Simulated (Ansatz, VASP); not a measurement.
# Ga (Gallium): VASP beside Ansatz

Aim: how closely do two programs agree when they are given the same cell, functional and k mesh? The cell is taken from a series of runs on this material, whose earlier steps may have relaxed, scaled, displaced or heated it; both programs get it as it stands.

Method: plane waves, with VASP 6.6.1 beside it; relaxation of cell and atoms at PBE, in Ansatz 0.2.0.

### Step 1. Starting point

It takes space group Cmce (No. 64, orthorhombic). Conventional cell: a = 4.646 Å, b = 7.772 Å, c = 4.511 Å, α = 90.00°, β = 90.00°, γ = 90.00°. Ga has 5 Ga at 2.53 to 2.77 Å nearest.

### Step 2. Ansatz: relaxation of cell and atoms, PBE

Ansatz runs on norm-conserving files, of PseudoDojo where its log says so.

The relaxed volume is the usual yardstick between codes: in a stiff, nearly cubic crystal its relative difference is about their pressure difference at one cell divided by the bulk modulus.

The input, input.yaml:

```yaml
crystal:
  lattice:
    - [2.3228260994, -3.8858766959, 0.0]
    - [2.3228260994, 3.8858766959, 0.0]
    - [0.0, 0.0, 4.5105193801]
  atoms:
    - { symbol: Ga, position: [0.8441904126, 0.1558095874, 0.0822454299] }
    - { symbol: Ga, position: [0.6558095874, 0.3441904126, 0.5822454299] }
    - { symbol: Ga, position: [0.1558095874, 0.8441904126, 0.9177545701] }
    - { symbol: Ga, position: [0.3441904126, 0.6558095874, 0.4177545701] }
kpoints:
  mp_grid: { grid: [8, 8, 6] }
hamiltonian:
  xc: pbe
  pseudopotentials: { kind: nc, accuracy: standard }
scf:
  occupations: { method: methfessel_paxton, width: 0.2 }
output:
  forces: true
  stress: true
  eigenvalues: true
relax:
  adjacent_minimum: "off"
  f_tol: 0.001
  max_steps: 60
  cell: { stress_tol: 0.01 }
```

Command:

```
> ansatz run input.yaml --threads 16 --pin off --max-ram 92160MiB --backend cuda --events-out ev --progress --plain --runs-dir out --max-vram 78GiB
```

Numbers of over 12 decimals in the logs are rounded to 6 here.

The program printed:

```text
Engine: ansatz 0.2.0, aarch64-unknown-linux-gnu
Pseudopotentials: kind: nc
Pseudopotential: Ga, nc, valence charge 13, recommended cutoff 1088.45545 eV (normal), Ga.nc.azcp (PseudoDojo's, or run here from an input of PseudoDojo's; its table is named by hamiltonian.pseudopotentials.accuracy)
Functional definition: PBE
  parameter kappa = 0.804
  parameter beta = 0.066725
  exchange = pbe_x(kappa = kappa, mu = beta*pi^2/3)
  correlation = pbe_c(beta = beta)
[...]
Crystal: 4 atoms, lattice volume = 81.426 Å³
Basis set: ecut = 1088.45545 eV, 6637 PW (Γ), exchange–correlation on 100×100×100 points (8 copies of the dense FFT grid, shifted against one another)
Bands: 32, of which v1, the nominal top of the filled ones, is band 26 counted from 1 (25 counted from 0)
Symmetry: 8 space group operations
Space group: Cmce (ITA 64), of the structure as read, at distance tolerance 4.3e-5 Å
k-points: 84 of 384
Non-local potential: Ga, projectors of the file, l = 0: 2, l = 1: 2, l = 2: 2
Initial density: superposition of atomic densities (chi_scale 0.1, normalization cell)
Initial wavefunctions: pseudopotential atomic-orbital guess
[...]
Functional: x = pbe(κ = 0.804, μ = 0.219515), c = pbe(β = 0.066725)
SCF iter   1: F=—  HF=-8323.830663 eV  |F-HF|=—  |Δ(HF+E_count)|=         —  Δρ=2.68e-2  dr2=5.05e-1  ethr=3.10e-3  ⟨swp⟩=4.9  Hψ=9657  notcnv=0
preconditioner: auto → Kerker (q_TF=auto, 2.532 Å⁻¹)  [metal: Δε(μ)=0.012 eV  Ē_g=15.560 eV  σ=0.200 eV  W_gap=0.05  n_scr=20 (ndim 8)  ℏωp=29.7 eV  f_vac=0.000  D(μ)=1.11/eV (n_scr^D=2)]
SCF iter   2: F=—  HF=-8323.734741 eV  |F-HF|=—  |Δ(HF+E_count)|=   9.59e-2  S|Δr|=    0.00e0  Δρ=1.57e-2  dr2=1.80e-1  ethr=9.70e-4  ⟨swp⟩=1.0  Hψ=3360  notcnv=0
[...]
SCF iter   8: F=-8323.716907 eV  HF=-8323.716907 eV  |F-HF|=4.20e-9  |Δ(HF+E_count)|=   2.77e-7  S|Δr|=    0.00e0  Δρ=4.35e-6  dr2=1.36e-8  ethr=1.92e-10  ⟨swp⟩=6.0  Hψ=13423  notcnv=0
SCF 1 converged in 8 iterations: F = -8323.716907 eV  dr2 = 1.36e-8
relax step   1: F+E_penalty+E_count = -8323.71690741 eV  Δ(F+E_penalty+E_count) = +0.000e0 eV  max|allowed force component| = 2.413e-3 eV/Å  Δτ_max = 0.0000 Å  P = +0.042 GPa  Ω = 81.426 Å³  (8 SCF iters, dr2 threshold 1.00e-7 eV, accepted)
[...]
relax step   2: F+E_penalty+E_count = -8323.71690170 eV  Δ(F+E_penalty+E_count) = +5.704e-6 eV  max|allowed force component| = 1.599e-3 eV/Å  Δτ_max = 0.0005 Å  P = -0.000 GPa  Ω = 81.491 Å³  energy of the carried Pulay correction = -2.305e-5 eV  (4 SCF iters, dr2 threshold 1.20e-8 eV, accepted)
[...]
relax step   3: F+E_penalty+E_count = -8323.71690128 eV  Δ(F+E_penalty+E_count) = +4.207e-7 eV  max|allowed force component| = 7.526e-4 eV/Å  Δτ_max = 0.0004 Å  P = -0.008 GPa  Ω = 81.505 Å³  energy of the carried Pulay correction = -2.782e-5 eV  (4 SCF iters, dr2 threshold 7.88e-10 eV, accepted)
[...]
relax step   4: F+E_penalty+E_count = -8323.71690540 eV  Δ(F+E_penalty+E_count) = -4.121e-6 eV  max|allowed force component| = 3.378e-4 eV/Å  Δτ_max = 0.0003 Å  P = -0.004 GPa  Ω = 81.499 Å³  energy of the carried Pulay correction = -2.586e-5 eV  (4 SCF iters, dr2 threshold 9.40e-10 eV, accepted)
[...]
relax step   5: F+E_penalty+E_count = -8323.71693053 eV  Δ(F+E_penalty+E_count) = -2.513e-5 eV  max|allowed force component| = 3.370e-4 eV/Å  Δτ_max = 0.0000 Å  P = -0.002 GPa  Ω = 81.499 Å³  stress off target by 5.06e-3 GPa  SCF on the basis re-selected at this cell (its energy is not comparable with the rows above)  (5 SCF iters)
basis re-selected at this cell: Δ(F+E_penalty+E_count) = -2.513e-5 eV, ΔP = +0.002 GPa vs the last step (what re-selecting the basis moved, of the pressure what is left beyond the Pulay correction that the steps carried, after the strain that the cell walked since its last selection, with what the two solves' SCF thresholds leave and, on support functions, any second-order correction that the steps lacked; it is no m [...]
SCF converged after 5 iterations
Stability not checked: this state was not tested for a lower state beside it, because cold or Methfessel-Paxton smearing, or corrected tetrahedra, fill the levels in a way that the test cannot read (fill_not_monotonic; see scf.lower_state_search)
Free energy (F): -8323.716931 eV
Harris-Foulkes:  -8323.716931 eV  (|F-HF|=1.82e-12)
Internal energy: -8323.716765 eV  (E = F + TS)
E sigma→0 (E₀):  -8323.716889 eV
Entropy (-TS):   -0.000166 eV (-0.041 meV/atom)
Fermi energy:    9.612478 eV
--- Per-component energies (eV) ---
  E_band       = -147.569402
  E_kinetic    = 6815.944414
  E_local      = -6145.576847  (includes V_loc(G=0)·N_el)
  E_nonlocal   = -4153.164087
  E_hartree    = 2400.768518
  E_xc         = -2277.526817
  E_vxc        = -1466.309939  (∫ρ·V_xc dr)
  E_ewald      = -4964.161946
  E_smearing   = -0.000166  (= −TS)
  E_closure    = -0.000000  (closes the sum)
  Σ components = -8323.716931   (vs F -8323.716931, Δ=0.00e0)
--- Forces (eV/Å), atoms counted from 1 ---
  atom   1  Ga     0.00000000     0.00033702    -0.00014503
  atom   2  Ga    -0.00000000    -0.00033702    -0.00014503
  atom   3  Ga    -0.00000000    -0.00033702     0.00014503
  atom   4  Ga     0.00000000     0.00033702     0.00014503
  max |Σ_I F_I| component: 0.00e0 eV/Å
--- Stress (GPa, compression-positive) ---
        0.001991       0.000000       0.000000
        0.000000      -0.005058       0.000000
        0.000000       0.000000      -0.003538
  P = ⅓ Tr σ = -0.0022 GPa (-0.022 kbar)
--- Band table (eV; the first three rows and the last of 84) ---
  k-point 0: bands = [... 22 lower, 6.1772, 7.4297, 7.8678, 8.9057, 10.4465, 10.4515, 10.5854, 14.4277, ... 2 higher]
  k-point 1: bands = [... 22 lower, 7.6164, 7.7737, 8.0772, 9.0402, 10.2109, 10.6361, 11.0953, 13.2836, ... 2 higher]
  k-point 2: bands = [... 22 lower, 8.1714, 8.6836, 9.0577, 9.3670, 10.0678, 10.4485, 11.0629, 12.9702, ... 2 higher]
  k-point 83: bands = [... 22 lower, 4.3887, 4.3887, 8.3785, 8.3785, 8.4861, 8.4861, 16.3728, 16.3728, ... 2 higher]
--- Relaxed structure (4 steps of the walk, 4 accepted, 1 SCFs on fresh bases) ---
  F+E_penalty+E_count = -8323.71693053 eV   max|allowed force component| = 3.370e-4 eV/Å   (the final SCF, on the basis selected at the relaxed cell)
  cell:  # Å, volume = 81.4990 Å³
    - [2.325842, -3.886828, 0.0]
    - [2.325842, 3.886828, 0.0]
    - [0.0, 0.0, 4.507616]
  atoms:
    - { symbol: Ga, position: [0.844223, 0.155777, 0.082465] }
    - { symbol: Ga, position: [0.655777, 0.344223, 0.582465] }
    - { symbol: Ga, position: [0.155777, 0.844223, 0.917535] }
    - { symbol: Ga, position: [0.344223, 0.655777, 0.417535] }
```

### Step 3. VASP: relaxation of cell and atoms, PBE

The same cell, functional, mesh and smearing now go to VASP, with its own data sets.

Lines of VASP's logs that name or quote its potential files are left out, and so is its time.

The input, INCAR:

```
SYSTEM = Ga
PREC = Accurate
ENCUT = 500
EDIFF = 1E-07
NELM = 120
ISMEAR = 1
SIGMA = 0.2
LREAL = .FALSE.
ALGO = Normal
GGA = PE
NBANDS = 32
LORBIT = 11
LWAVE = .FALSE.
LCHARG = .FALSE.
ISIF = 3
IBRION = 2
NSW = 80
EDIFFG = -0.005
LASPH = .TRUE.
GGA_COMPAT = .FALSE.
NELMIN = 4
KPAR = 2
```

The input, POSCAR:

```
Ga
1.0
    2.3228260000     -3.8858770000      0.0000000000
    2.3228260000      3.8858770000      0.0000000000
    0.0000000000      0.0000000000      4.5105190000
Ga
4
Direct
    0.8441903848      0.1558096152      0.0822455243
    0.6558096152      0.3441903848      0.5822455243
    0.1558096152      0.8441903848      0.9177546974
    0.3441903848      0.6558096152      0.4177546974
```

The input, KPOINTS:

```
Automatic mesh
0
Gamma
8 8 6
0 0 0
```

The projector-augmented-wave data sets are Ga_d (PBE family, release 64).

Command:

```
> mpirun -np 2 vasp_std
```

The program printed:

```text
[banner, memory and clock lines left out]
running    2 mpi-ranks, on    1 nodes
 distrk:  each k-point on    1 cores,    2 groups
 distr:  one band on    1 cores,    1 groups

 POSCAR found type information on POSCAR Ga
 POSCAR found :  1 types and       4 ions
 LDA part: xc-table for (Slater+PW92), standard interpolation
 POSCAR, INCAR and KPOINTS ok, starting setup
 FFT: planning ... GRIDC
 FFT: planning ... GRID_SOFT
 FFT: planning ... GRID
 WAVECAR not read
 entering main loop
       N       E                     dE             d eps       ncg     rms          rms(c)
DAV:   1     0.351926705749E+03    0.35193E+03   -0.25696E+04  5456   0.297E+03
DAV:   2     0.289331077145E+02   -0.32299E+03   -0.31687E+03  5576   0.549E+02
DAV:   3    -0.105783998980E+02   -0.39512E+02   -0.39152E+02  6144   0.149E+02
DAV:   4    -0.116795693221E+02   -0.11012E+01   -0.10973E+01  5984   0.291E+01
DAV:   5    -0.117037182699E+02   -0.24149E-01   -0.24145E-01  6600   0.438E+00    0.237E+00
DAV:   6    -0.116323002784E+02    0.71418E-01   -0.19505E-01  6544   0.604E+00    0.131E+00
DAV:   7    -0.116191927767E+02    0.13108E-01   -0.57430E-02  7336   0.264E+00    0.301E-01
DAV:   8    -0.116184494604E+02    0.74332E-03   -0.13974E-02  6040   0.133E+00    0.473E-02
DAV:   9    -0.116186072710E+02   -0.15781E-03   -0.99080E-04  6080   0.340E-01    0.247E-02
DAV:  10    -0.116186185722E+02   -0.11301E-04   -0.22463E-04  6408   0.168E-01    0.571E-03
DAV:  11    -0.116186191603E+02   -0.58804E-06   -0.42398E-05  6296   0.818E-02    0.509E-03
DAV:  12    -0.116186186761E+02    0.48413E-06   -0.85119E-06  6592   0.331E-02    0.720E-04
DAV:  13    -0.116186187981E+02   -0.12201E-06   -0.99111E-07  7656   0.747E-03    0.402E-04
DAV:  14    -0.116186187089E+02    0.89287E-07   -0.34461E-08  3824   0.148E-03
   1 F= -.11618619E+02 E0= -.11618542E+02  d E =-.116186E+02
 curvature:   0.00 expect dE= 0.000E+00 dE for cont linesearch  0.000E+00
 trial: gam= 0.00000 g(F)=  0.913E-05 g(S)=  0.403E-04 ort = 0.000E+00 (trialstep = 0.100E+01)
 search vector abs. value=  0.494E-04
 bond charge predicted
       N       E                     dE             d eps       ncg     rms          rms(c)
DAV:   1    -0.116193621675E+02   -0.74337E-03   -0.11476E-02  6144   0.132E+00    0.162E-01
DAV:   2    -0.116188063177E+02    0.55585E-03   -0.16581E-03  6648   0.531E-01    0.719E-02
DAV:   3    -0.116186686602E+02    0.13766E-03   -0.19184E-04  6680   0.164E-01    0.167E-02
DAV:   4    -0.116186522064E+02    0.16454E-04   -0.45511E-05  5904   0.725E-02    0.209E-03
DAV:   5    -0.116186525331E+02   -0.32669E-06   -0.42707E-06  6368   0.224E-02    0.826E-04
DAV:   6    -0.116186525979E+02   -0.64829E-07   -0.71399E-07  6104   0.859E-03
   2 F= -.11618653E+02 E0= -.11618586E+02  d E =-.338891E-04
 trial-energy change:   -0.000034  1 .order   -0.000033   -0.000049   -0.000016
 step:   1.3456(harm=  1.4594)  dis= 0.00044  next Energy=   -11.618655 (dE=-0.366E-04)
 reached required accuracy - stopping structural energy minimisation
```

OUTCAR, selected parts (step 3):

```text
ion  position               nearest neighbor table
   1  0.844  0.156  0.082-   3 2.53   2 2.69   2 2.69   4 2.77   4 2.77   3 2.84   3 2.84
   2  0.656  0.344  0.582-   4 2.53   1 2.69   1 2.69   3 2.77   3 2.77   4 2.84   4 2.84
   3  0.156  0.844  0.918-   1 2.53   4 2.69   4 2.69   2 2.77   2 2.77   1 2.84   1 2.84
   4  0.344  0.656  0.418-   2 2.53   3 2.69   3 2.69   1 2.77   1 2.77   2 2.84   2 2.84

  LATTYP: Found a base centered orthorhombic cell.
 ALAT       =     4.6456520000
 B/A-ratio  =     1.6729092063
 C/A-ratio  =     0.9709119409

 Subroutine GETGRP returns: Found  8 space group operations
 (whereof  4 operations were pure point group operations)

The static configuration has the point symmetry C_2h.
 The point group associated with its full space group is D_2h.

 Found     84 irreducible k-points:

   k-points           NKPTS =     84   k-points in BZ     NKDIM =     84   number of bands    NBANDS=     32

   dimension x,y,z NGX =    36 NGY =   36 NGZ =   36
   dimension x,y,z NGXF=    72 NGYF=   72 NGZF=   72

   ENCUT  =  500.0 eV  36.75 Ry    6.06 a.u.   8.25  8.25  8.22*2*pi/ulx,y,z

   NELECT =      52.0000    total number of electrons

 k-points in reciprocal lattice and weights: Automatic mesh
   0.00000000  0.00000000  0.00000000       0.003
   0.12500000  0.00000000  0.00000000       0.010
   0.25000000  0.00000000  0.00000000       0.010
   0.37500000 -0.00000000  0.00000000       0.010
   0.50000000  0.00000000  0.00000000       0.005
   0.12500000  0.12500000  0.00000000       0.005
   0.25000000  0.12500000  0.00000000       0.010
   0.37500000  0.12500000  0.00000000       0.010
   0.50000000  0.12500000  0.00000000       0.010
[...]
-0.37500000  0.37500000  0.50000000       0.005
   0.50000000  0.50000000  0.50000000       0.003

 average (electrostatic) potential at core
       1 -65.7496       2 -65.7496       3 -65.7496       4 -65.7496

 E-fermi :   4.6876

 k-point     1 :       0.0000    0.0000    0.0000
  band No.  band energies     occupation
    ...
     22       0.6250      2.00000
     23       1.2419      2.00000
     24       2.5153      2.00000
     25       2.9429      2.00000
     26       3.9819      2.00001
     27       5.5122     -0.00000
     28       5.5291     -0.00000
     29       5.6688     -0.00000
     30       9.4949      0.00000
     31      10.0518      0.00000
    ...

 k-point     2 :       0.1250    0.0000    0.0000
  band No.  band energies     occupation
    ...
     23       1.1726      2.00000
     24       1.3124      2.00000
     25       3.5671      2.00000
     26       4.3764      2.05017
     27       4.5438      1.93278
     28       6.1862     -0.00000
     29       7.2892     -0.00000
     30       8.8071      0.00000
     31       8.8750      0.00000
     32      10.8188      0.00000

 k-point     3 :       0.2500    0.0000    0.0000
  band No.  band energies     occupation
    ...
     22      -0.9623      2.00000
     23       1.0085      2.00000
     24       1.4314      2.00000
     25       3.1648      2.00000
     26       3.7442      2.00000
     27       6.2513     -0.00000
     28       6.9573     -0.00000
     29       7.3427     -0.00000
     30       7.9039     -0.00000
     31       9.4044      0.00000
    ...

  Total        0.0160728      0.0149049     -0.0098101      0.0000000      0.0000000      0.0000000
  in kB        0.3159056      0.2929507     -0.1928143      0.0000000      0.0000000      0.0000000
  external PRESSURE =       0.1386807 kB  Pullay stress =       0.0000000 kB

  energy-cutoff  :      500.00
  volume of cell :       81.52
      direct lattice vectors                 reciprocal lattice vectors
     2.324033974 -3.887575513  0.000000000     0.215143154 -0.128614865  0.000000000
     2.324033974  3.887575513 -0.000000000     0.215143154  0.128614865  0.000000000
     0.000000000  0.000000000  4.511227928     0.000000000  0.000000000  0.221669137

 POSITION                                       TOTAL-FORCE (eV/Angst)
 -----------------------------------------------------------------------------------
      2.32403     -2.67646      0.37100         0.000000     -0.001697      0.000077
      2.32403     -1.21111      2.62661         0.000000      0.001697      0.000077
      2.32403      2.67646      4.14023         0.000000      0.001697     -0.000077
      2.32403      1.21111      1.88462         0.000000     -0.001697     -0.000077
 -----------------------------------------------------------------------------------
    total drift:                               -0.000000     -0.000000     -0.000293

  FREE ENERGIE OF THE ION-ELECTRON SYSTEM (eV)
  ---------------------------------------------------
  free  energy   TOTEN  =       -11.6186525979 eV

  energy  without entropy=      -11.6184513547  energy(sigma->0) =      -11.61858552

 reached required accuracy - stopping structural energy minimisation

 total charge
# of ion       s       p       d       tot
------------------------------------------
    1        0.963   0.676   9.952  11.591
    2        0.963   0.676   9.952  11.591
    3        0.963   0.676   9.952  11.591
    4        0.963   0.676   9.952  11.591
--------------------------------------------------
tot          3.854   2.702  39.809  46.365

[... 3 further parts left out ...]
```

CONTCAR:

```
Ga
   1.00000000000000
     2.3240339738984988   -3.8875755134214747    0.0000000000000000
     2.3240339738984988    3.8875755134214747   -0.0000000000000000
     0.0000000000000000    0.0000000000000000    4.5112279278440957
  Ga
     4
Direct
     0.8442329081505052    0.1557670918494947    0.0822386702713828
     0.6557670918494948    0.3442329081505052    0.5822386702713828
     0.1557670918494947    0.8442329081505052    0.9177615514286160
     0.3442329081505052    0.6557670918494948    0.4177615514286160
```

The run keeps the 8 symmetry operations of its start, so it cannot find a distortion of lower symmetry.

### Step 4. Differences

Known differences besides the potentials themselves: the cutoff is 1088.46 eV in Ansatz and 500 eV in VASP; Ansatz adds a Pulay correction to the stress that steers its cell, VASP none. Total energies have different zeros and are not compared.

Both answers:

```tsv
quantity	Ansatz	VASP	difference
volume (Å³)	81.50	81.52	-0.02 %
edge a after relaxation, in the typed setting (Å)	4.530	4.529	+0.01 %
edge c after relaxation, in the typed setting (Å)	4.508	4.511	-0.08 %
```

### Step 5. What came out

```
difference in edge c after relaxation, in the typed setting (relaxation of cell and atoms, PBE) : -0.080 %
```

The difference in edge c after relaxation, in the typed setting is -0.080 % (relaxation of cell and atoms, PBE), within the 1.2 % picked in this series as the mark of a large difference, as far as the stopping tolerances let one tell. 2 further runs of this series are not shown here. Such differences can come from data sets, numerical settings and the points named under the comparisons, not from the functional's error against experiment.

[Lines on the potential files, build, host, timing and source positions are cut from VASP's logs without a mark.]

[Logs are printed without paths, hosts, clocks, repeated set-up lines and the standing remarks that a program may print on its own settings, such as how far it seeks lower states.]

[Hosts, paths, dates, database ids (printed as entryN), source tags and the programs' standing remarks are cut or masked in the printed files.]
